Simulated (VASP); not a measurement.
# C: a series in biaxial strain in the (001) plane, part 2 of 2

Strain engineering needs slopes: what does biaxial strain in the (001) plane do to the lattice and the band edges of C?

VASP 6.6.1, plane waves and PAW; the level of theory is named at each step.

So far: Starting point; Relax the crystal, LDA; Strain along the normal, LDA; Band edges, HSE06.

**5. The whole series**

Hybrid runs start from orbitals of a short LDA run, not shown.

Runs beyond LDA use the data sets made with LDA; this shifts their levels slightly, and their total energies have another zero.

The other members went through these steps as far as the tables show, with the same cutoff and, step by step, the same mesh; 44 runs are not shown. The session took 1.0 core hours (wall time by ranks) on a shared machine.

```
in-plane strain (%)  strain along the normal (%)  in-plane stress, tension positive (GPa)  energy above the unstrained row (meV/atom)  gap on the mesh, LDA (eV)
             -2.000                        0.556                                  -26.130                                      18.441                      3.910
             -1.500                        0.416                                  -19.250                                      10.460                      3.976
             -1.000                        0.278                                  -12.611                                       4.772                      4.040
             -0.500                        0.140                                   -6.206                                       1.290                      4.104
                  0                        0.004                                   -0.032                                       0.000                      4.166
              0.500                       -0.132                                    5.924                                       0.755                      3.981
              1.000                       -0.267                                   11.665                                       3.556                      3.800
              1.500                       -0.401                                   17.196                                       8.328                      3.622
              2.000                       -0.533                                   22.523                                      15.029                      3.448
```

Slopes at zero strain, from cubics through all rows: strain ratio -0.272, stress over strain 1213 GPa. For a cubic crystal strained in (001) the ratio is −2C₁₂/C₁₁.

Band edges at HSE06, counted from the valence-band top at Γ, with one row partly withheld:

```
in-plane strain (%)  gap (eV)  conduction band at Γ (eV)  Δ or X valley along z (eV)  Δ or X valley along x (eV)  lowest conduction level at L, [111] (eV)  lowest conduction level at L, [-111] (eV)  second valence level below the top (eV)  third valence level below the top (eV)
             -2.000     5.098                      6.932                       5.750                       5.092                                     9.803                                      9.803                                    0.000                                   0.438
             -1.500     5.169                      6.969                       5.651                       5.162                                     9.917                                      9.917                                    0.000                                   0.323
             -1.000     5.238                      7.005                       5.555                       5.230                                    10.020                                     10.020                                    0.000                                   0.212
             -0.500     5.307                      7.041                       5.459                       5.298                                    10.106                                     10.106                                    0.000                                   0.105
                  0     5.374                      7.076                       5.365                       5.364                                    10.159                                     10.159                                    0.000                                   0.001
              0.500         ?                      6.930                           ?                       5.329                                    10.022                                     10.022                                    0.100                                   0.100
              1.000     4.989                      6.786                       4.981                       5.295                                     9.886                                      9.886                                    0.198                                   0.198
              1.500     4.802                      6.645                       4.794                       5.265                                     9.677                                      9.677                                    0.293                                   0.293
              2.000     4.620                      6.508                       4.612                       5.235                                     9.448                                      9.448                                    0.385                                   0.385
```

**6. Fit and prediction**

The quantity to fit is the splitting of the Δ or X valleys (z less x) at HSE06: 0.659, 0.490, 0.325, 0.162, 0.001, -0.315, -0.471, -0.623 eV in the rows shown.

A least-squares parabola through the 8 rows shown, with d the strain along the axis less the strain across it, in %: E = 0.002267 d² + 0.2517 d − 2.79e-4 (eV), r.m.s. residual 5.2e-4 eV.

At d = -0.6322 this predicts -0.1585 eV.

**7. Checking the prediction**

The calculation gives -0.1578 eV, so the prediction is 0.0007 eV too low, within twice the residual of the fit.

The splitting is Ξu times d, with d as a fraction, so the linear term gives Ξu = 25.2 eV.

**8. What came out**

```
ratio of normal to in-plane strain                   : -0.272
biaxial modulus                                      : 1213 GPa
gap of the unstrained cell, HSE06                    : 5.37 eV
shear deformation potential Ξu of the Δ or X valleys : 25.2 eV
error of the predicted row                           : -0.7 meV
valence shear potential |b|, HSE06                   : 5.37 eV
```

As a check, the curvature of the energy gives 1212 GPa for the same modulus (energy per volume = M × strain²), 0 % from the slope of the stress. The energy also has a linear term worth 0.76 GPa that the stress column lacks, a mark of the finite basis. At HSE06 the lowest conduction valley is Δ or X throughout, and the gap runs between 4.62 and 5.37 eV. Without spin-orbit coupling the three valence levels split by 3|b| times the difference of the strains; the rows within 1 % give |b| = 5.37 eV. Hole masses are left out throughout, since the top bands are degenerate or cross in many series; of conduction masses, those of the Γ, L and (for Si and Ge under (001) strain) Δ valleys are kept where they change by under an eighth between rows. A measured gap of unstrained C is 5.5 eV (arxiv:1902.02958, band gap, experimental literature value, temperature not given); the static gaps here belong to the lattice relaxed at LDA. HSE06 ran on a coarser mesh than the semilocal levels. Spin-orbit coupling is left out at HSE06, so the valence splittings there lack it. Δ or X levels are the lowest on their line, refined by a parabola unless they lie at X; the gap is read from all points sampled and can differ from the lowest valley by some meV, or by tens of meV where strain moves the valence top off Γ. Temperature, zero-point motion and excitons are left out.

[Lines on the potential files, build, host, timing and source positions are cut from VASP's logs without a mark.]

[Logs are printed without paths, hosts, clocks, repeated set-up lines and the standing remarks that a program may print on its own settings, such as how far it seeks lower states.]

[Hosts, paths, dates, database ids (printed as entryN), source tags and the programs' standing remarks are cut or masked in the printed files.]

[In band tables of VASP the shares of atoms and orbitals are scaled to a sum of 1 inside the atoms' spheres.]
